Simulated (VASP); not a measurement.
Level of theory: revPBE GGA, VASP's PBE PAW potentials (set 64) (plane waves; VASP 6.6.1).

The input files of a VASP run:

File KPOINTS:
```
Regular mesh
0
Gamma
 1 1 1
```

File POSCAR:
```
In2O3
1
   -5.1262840000     5.1262840000     5.1262840000
    5.1262840000    -5.1262840000     5.1262840000
    5.1262840000     5.1262840000    -5.1262840000
In O
16 24
Direct
  0.5000000000   0.5000000000   0.5000000000
  0.5000000000   0.0000000000   0.0000000000
  0.0000000000   0.0000000000   0.5000000000
  0.0000000000   0.5000000000   0.0000000000
  0.2500000000   0.7165000000   0.4665000000
  0.7500000000   0.7835000000   0.0335000000
  0.4665000000   0.2500000000   0.7165000000
  0.0335000000   0.7500000000   0.7835000000
  0.7165000000   0.4665000000   0.2500000000
  0.7835000000   0.0335000000   0.7500000000
  0.7500000000   0.2835000000   0.5335000000
  0.2500000000   0.2165000000   0.9665000000
  0.5335000000   0.7500000000   0.2835000000
  0.9665000000   0.2500000000   0.2165000000
  0.2835000000   0.5335000000   0.7500000000
  0.2165000000   0.9665000000   0.2500000000
  0.5361000000   0.7737000000   0.5434000000
  0.7303000000   0.9927000000   0.9566000000
  0.7697000000   0.7263000000   0.2624000000
  0.9639000000   0.5073000000   0.2376000000
  0.5434000000   0.5361000000   0.7737000000
  0.9566000000   0.7303000000   0.9927000000
  0.2624000000   0.7697000000   0.7263000000
  0.2376000000   0.9639000000   0.5073000000
  0.7737000000   0.5434000000   0.5361000000
  0.9927000000   0.9566000000   0.7303000000
  0.7263000000   0.2624000000   0.7697000000
  0.5073000000   0.2376000000   0.9639000000
  0.4639000000   0.2263000000   0.4566000000
  0.2697000000   0.0073000000   0.0434000000
  0.2303000000   0.2737000000   0.7376000000
  0.0361000000   0.4927000000   0.7624000000
  0.4566000000   0.4639000000   0.2263000000
  0.0434000000   0.2697000000   0.0073000000
  0.7376000000   0.2303000000   0.2737000000
  0.7624000000   0.0361000000   0.4927000000
  0.2263000000   0.4566000000   0.4639000000
  0.0073000000   0.0434000000   0.2697000000
  0.2737000000   0.7376000000   0.2303000000
  0.4927000000   0.7624000000   0.0361000000
```

### KPOINTS_OPT
```
k-points along high-symmetry lines
10
Line-mode
Reciprocal
  0.000000   0.000000   0.000000 ! GAMMA
  0.500000  -0.500000   0.500000 ! H

  0.500000  -0.500000   0.500000 ! H
  0.000000   0.000000   0.500000 ! N

  0.000000   0.000000   0.500000 ! N
  0.000000   0.000000   0.000000 ! GAMMA

  0.000000   0.000000   0.000000 ! GAMMA
  0.250000   0.250000   0.250000 ! P

  0.250000   0.250000   0.250000 ! P
  0.500000  -0.500000   0.500000 ! H

  0.250000   0.250000   0.250000 ! P
  0.000000   0.000000   0.500000 ! N
```

**INCAR**
```
LMAXMIX  =  4
LWAVE  =  .FALSE.
GGA  =  RE   ! revPBE
EDIFF  =  1E-6
ISMEAR  =  -1   ! Fermi-Dirac
SIGMA  =  0.1
LCHARG  =  .FALSE.
ISIF  =  2   ! forces and stress, cell fixed
PREC  =  Accurate
ALGO  =  Normal
SYSTEM  =  In2O3
LREAL  =  Auto
NELM  =  100
ENCUT  =  400   ! plane-wave cut-off (eV)
LASPH  =  .TRUE.   ! aspherical one-centre terms
```

POTCAR, in this order: In_d O (PBE.64 set). Program: vasp_std.

The run wrote:

OSZICAR:
```
       N       E                     dE             d eps       ncg     rms          rms(c)
DAV:   1     0.561531888052E+04    0.56153E+04   -0.12638E+05   422   0.201E+03
DAV:   2     0.121905364929E+04   -0.43963E+04   -0.42261E+04   422   0.615E+02
DAV:   3    -0.736610966470E+02   -0.12927E+04   -0.12036E+04   449   0.300E+02
DAV:   4    -0.245367992281E+03   -0.17171E+03   -0.16828E+03   564   0.113E+02
DAV:   5    -0.249892271832E+03   -0.45243E+01   -0.44938E+01   556   0.214E+01    0.436E+01
DAV:   6    -0.208350144982E+03    0.41542E+02   -0.16891E+02   636   0.602E+01    0.345E+01
DAV:   7    -0.209035899012E+03   -0.68575E+00   -0.14012E+01   460   0.107E+01    0.937E+00
DAV:   8    -0.208903022476E+03    0.13288E+00   -0.10782E+00   644   0.350E+00    0.500E+00
DAV:   9    -0.208913043592E+03   -0.10021E-01   -0.34204E-01   588   0.286E+00    0.888E-01
DAV:  10    -0.208922894417E+03   -0.98508E-02   -0.73311E-02   556   0.139E+00    0.313E-01
DAV:  11    -0.208931734645E+03   -0.88402E-02   -0.14479E-02   508   0.360E-01    0.228E-01
DAV:  12    -0.208932497881E+03   -0.76324E-03   -0.23897E-03   572   0.197E-01    0.704E-02
DAV:  13    -0.208932533418E+03   -0.35536E-04   -0.57402E-04   596   0.629E-02    0.325E-02
DAV:  14    -0.208932557409E+03   -0.23991E-04   -0.68043E-05   540   0.426E-02    0.132E-02
DAV:  15    -0.208932559212E+03   -0.18033E-05   -0.24204E-05   508   0.130E-02    0.665E-03
DAV:  16    -0.208932557658E+03    0.15536E-05   -0.13947E-06   292   0.946E-03    0.355E-03
DAV:  17    -0.208932557734E+03   -0.75604E-07   -0.14154E-06   276   0.356E-03
   1 F= -.20893256E+03 E0= -.20891934E+03  d E =-.264294E-01
       N       E                     dE             ncg
       N       E                     dE             ncg
       N       E                     dE             ncg
       N       E                     dE             ncg
       N       E                     dE             ncg
       N       E                     dE             ncg
       N       E                     dE             ncg
       N       E                     dE             ncg
       N       E                     dE             ncg
       N       E                     dE             ncg
       N       E                     dE             ncg
       N       E                     dE             ncg
       N       E                     dE             ncg
       N       E                     dE             ncg
       N       E                     dE             ncg
       N       E                     dE             ncg
       N       E                     dE             ncg
       N       E                     dE             ncg
       N       E                     dE             ncg
       N       E                     dE             ncg
       N       E                     dE             ncg
       N       E                     dE             ncg
       N       E                     dE             ncg
       N       E                     dE             ncg
       N       E                     dE             ncg
       N       E                     dE             ncg
       N       E                     dE             ncg
       N       E                     dE             ncg
       N       E                     dE             ncg
       N       E                     dE             ncg
       N       E                     dE             ncg
       N       E                     dE             ncg
       N       E                     dE             ncg
       N       E                     dE             ncg
       N       E                     dE             ncg
       N       E                     dE             ncg
       N       E                     dE             ncg
       N       E                     dE             ncg
       N       E                     dE             ncg
       N       E                     dE             ncg
       N       E                     dE             ncg
       N       E                     dE             ncg
       N       E                     dE             ncg
       N       E                     dE             ncg
       N       E                     dE             ncg
       N       E                     dE             ncg
       N       E                     dE             ncg
       N       E                     dE             ncg
       N       E                     dE             ncg
       N       E                     dE             ncg
       N       E                     dE             ncg
       N       E                     dE             ncg
       N       E                     dE             ncg
       N       E                     dE             ncg
       N       E                     dE             ncg
       N       E                     dE             ncg
       N       E                     dE             ncg
       N       E                     dE             ncg
       N       E                     dE             ncg
       N       E                     dE             ncg
```

File OUTCAR:
```
------------------------ aborting loop because EDIFF is reached ----------------------------------------
  FORCE on cell =-STRESS in cart. coord.  units (eV):
  Direction    XX          YY          ZZ          XY          YZ          ZX
  --------------------------------------------------------------------------------------
  Total        2.0518720      2.0518720      2.0518720      0.0000000     -0.0000000     -0.0000000
  in kB        6.1008855      6.1008855      6.1008855      0.0000000     -0.0000000     -0.0000000
  external PRESSURE =       6.1008855 kB  Pullay stress =       0.0000000 kB
  volume of cell :      538.85
      direct lattice vectors                 reciprocal lattice vectors
    -5.126284000  5.126284000  5.126284000     0.000000000  0.097536539  0.097536539
     5.126284000 -5.126284000  5.126284000     0.097536539  0.000000000  0.097536539
     5.126284000  5.126284000 -5.126284000     0.097536539  0.097536539  0.000000000
 POSITION                                       TOTAL-FORCE (eV/Angst)
 -----------------------------------------------------------------------------------
      2.56314      2.56314      2.56314        -0.000000      0.000000     -0.000000
     -2.56314      2.56314      2.56314        -0.000000      0.000000     -0.000000
      2.56314      2.56314     -2.56314        -0.000000      0.000000     -0.000000
      2.56314     -2.56314      2.56314        -0.000000      0.000000     -0.000000
      4.78282      0.00000      2.56314        -0.018778      0.000000     -0.000000
      0.34346      0.00000      7.68943         0.018778      0.000000     -0.000000
      2.56314      4.78282      0.00000        -0.000000     -0.018778     -0.000000
      7.68943      0.34346      0.00000        -0.000000      0.018778     -0.000000
      0.00000      2.56314      4.78282        -0.000000      0.000000     -0.018778
      0.00000      7.68943      0.34346        -0.000000      0.000000      0.018778
      0.34346      5.12628      2.56314         0.018778      0.000000     -0.000000
      4.78282      5.12628     -2.56314        -0.018778      0.000000     -0.000000
      2.56314      0.34346      5.12628        -0.000000      0.018778     -0.000000
     -2.56314      4.78282      5.12628        -0.000000     -0.018778     -0.000000
      5.12628      2.56314      0.34346        -0.000000      0.000000      0.018778
      5.12628     -2.56314      4.78282        -0.000000      0.000000     -0.018778
      4.00363      1.56762      3.92878        -0.080881      0.226279     -0.209026
      6.24894      3.55867      3.92878         0.080881     -0.226279     -0.209026
      1.12266      1.56762      6.32378         0.080881      0.226279      0.209026
     -1.12266      3.55867      6.32378        -0.080881     -0.226279      0.209026
      3.92878      4.00363      1.56762        -0.209026     -0.080881      0.226279
      3.92878      6.24894      3.55867        -0.209026      0.080881     -0.226279
      6.32378      1.12266      1.56762         0.209026      0.080881      0.226279
      6.32378     -1.12266      3.55867         0.209026     -0.080881     -0.226279
      1.56762      3.92878      4.00363         0.226279     -0.209026     -0.080881
      3.55867      3.92878      6.24894        -0.226279     -0.209026      0.080881
      1.56762      6.32378      1.12266         0.226279      0.209026      0.080881
      3.55867      6.32378     -1.12266        -0.226279      0.209026     -0.080881
      1.12266      3.55867      1.19750         0.080881     -0.226279      0.209026
     -1.12266      1.56762      1.19750        -0.080881      0.226279      0.209026
      4.00363      3.55867     -1.19750        -0.080881     -0.226279     -0.209026
      6.24894      1.56762     -1.19750         0.080881      0.226279     -0.209026
      1.19750      1.12266      3.55867         0.209026      0.080881     -0.226279
      1.19750     -1.12266      1.56762         0.209026     -0.080881      0.226279
     -1.19750      4.00363      3.55867        -0.209026     -0.080881     -0.226279
     -1.19750      6.24894      1.56762        -0.209026      0.080881      0.226279
      3.55867      1.19750      1.12266        -0.226279      0.209026      0.080881
      1.56762      1.19750     -1.12266         0.226279      0.209026     -0.080881
      3.55867     -1.19750      4.00363        -0.226279     -0.209026     -0.080881
      1.56762     -1.19750      6.24894         0.226279     -0.209026      0.080881
 -----------------------------------------------------------------------------------
    total drift:                               -0.000000     -0.000000      0.000000
  FREE ENERGIE OF THE ION-ELECTRON SYSTEM (eV)
  ---------------------------------------------------
  free  energy   TOTEN  =      -208.9325577338 eV

  energy  without entropy=     -208.9061283124  energy(sigma->0) =     -208.91934302
```
(Selected blocks of OUTCAR.)

At this cut-off the stress carries a Pulay error, which pulls relaxed volumes low.

The structure was generated: In2O3 was put into an ordered model structure, a phase also known from measurement. The cell was not relaxed at this level. The k-mesh is coarse (spacing up to 0.87 per Å, 2π included), so the numbers may not be converged in it. The run is one of a series of settings (KPOINTS 1×1×1 Γ-centred mesh against the base run), some of them coarse on purpose.
